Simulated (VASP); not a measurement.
```xyz
2
Lattice="0.0000 2.8117 2.8117 2.8117 0.0000 2.8117 2.8117 2.8117 0.0000" Properties=species:S:1:pos:R:3 pbc="T T T"
Ge     0.0000     0.0000     0.0000
Ge     1.4059     1.4059     1.4059
```

All values below come from vdW-DF-cx, VASP's PBE PAW potentials (set 64) (plane waves; VASP 6.6.1). Numerical set-up: 520 eV cut-off, 11×11×11 Γ-centred mesh, first-order Methfessel-Paxton smearing of 0.10 eV, potentials Ge_d.

### Question
Give the stress tensor in GPa (positive for a compressed cell).

### Answer

```
2.14  0.00  0.00
0.00  2.14  0.00
0.00  0.00  2.14
```
The pressure is its mean diagonal, 2.14 GPa.

The compound is Ge in the diamond structure. This cell is one point of a volume scan, at 0.97 of the reference volume.
